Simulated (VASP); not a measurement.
Data:

```yaml
crystal:
  lattice:
    - [0.00000, 2.22965, 2.22965]
    - [2.22965, 0.00000, 2.22965]
    - [2.22965, 2.22965, 0.00000]
  atoms:
    - { symbol: Ta, position: [0.00000, 0.00000, 0.00000] }
    - { symbol: C, position: [0.50000, 0.50000, 0.50000] }
```

Level of theory: PBE GGA with D4 dispersion, VASP's PBE PAW potentials (set 64) (plane waves; VASP 6.6.1). Settings: 520 eV cut-off, 14×14×14 Γ-centred mesh, first-order Methfessel-Paxton smearing of 0.10 eV, potentials Ta_pv C.

Unless said otherwise, spin-orbit coupling is left out, though it shifts the bands of the heavy elements here.

**Question.** Estimate the energy per atom (σ→0), band gap (on the k-mesh) with the smallest direct gap where there is one.

**Answer.** 
```json
{
  "band gap (on the k-mesh)": "none (metal, semimetal or under 0.01 eV)",
  "energy per atom (σ→0)": "-11.393 eV/atom"
}
```

Total energies compare only between runs with the same potentials, cut-off and functional.

The compound is TaC in the rock salt structure. It was relaxed first. The electron count is odd and the run is not spin-polarised, which forces a metal.
